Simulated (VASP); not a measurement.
Given:

```xyz
4
Lattice="1.6096 -2.7879 0.0000 1.6096 2.7879 0.0000 0.0000 0.0000 5.2415" Properties=species:S:1:pos:R:3 pbc="T T T"
Ga     1.6096    -0.9293     2.6210
Ga     1.6096     0.9293     0.0003
N      1.6096    -0.9293     4.5965
N      1.6096     0.9293     1.9758
```

Computed with PBE GGA, VASP's PBE PAW potentials (set 64) (plane waves; VASP 6.6.1). Run with 520 eV cut-off, 11×11×6 Γ-centred mesh, tetrahedra with Blöchl corrections, potentials Ga_d N.

Question: The job: GaN (wurtzite), 4 atoms, PBE, static run, 520 eV, 11×11×6 Γ-centred mesh. Roughly how much core time does it take on a busy server core?

Answer: About 40 core-seconds (one run on a shared machine, a rough figure). It had 64 irreducible k-points, 22 bands, up to 1292 plane waves and 15 electronic steps.

The compound is GaN in the wurtzite structure. It was relaxed first.
